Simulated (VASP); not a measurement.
Given:

```
CELL_PARAMETERS angstrom
      0.00000     2.53423     2.53423
      2.53423     0.00000     2.53423
      2.53423     2.53423     0.00000
ATOMIC_POSITIONS crystal
  Zr 0.00000 0.00000 0.00000
  O  0.25000 0.25000 0.25000
  O  0.75000 0.75000 0.75000
```

Level of theory: PBEsol GGA, VASP's PBE PAW potentials (set 64) (plane waves; VASP). Run with 520 eV cut-off, 8×8×8 Γ-centred mesh, tetrahedra with Blöchl corrections, potentials Zr_sv O.

Problem. What does the run give for the energy per atom (σ→0), band gap (on the k-mesh) with the smallest direct gap where there is one?

Solution. 
| Property | Result |
|---|---|
| band gap (on the k-mesh) | 3.31 eV |
| smallest direct gap (on the k-mesh) | 3.75 eV |
| energy per atom (σ→0) | -9.975 eV/atom |

Only differences to runs with the same potentials and settings are physical.

The structure comes from a measured ZrO2 entry (Fm-3m) of the Crystallography Open Database, whose conditions weren't checked. It was relaxed first.
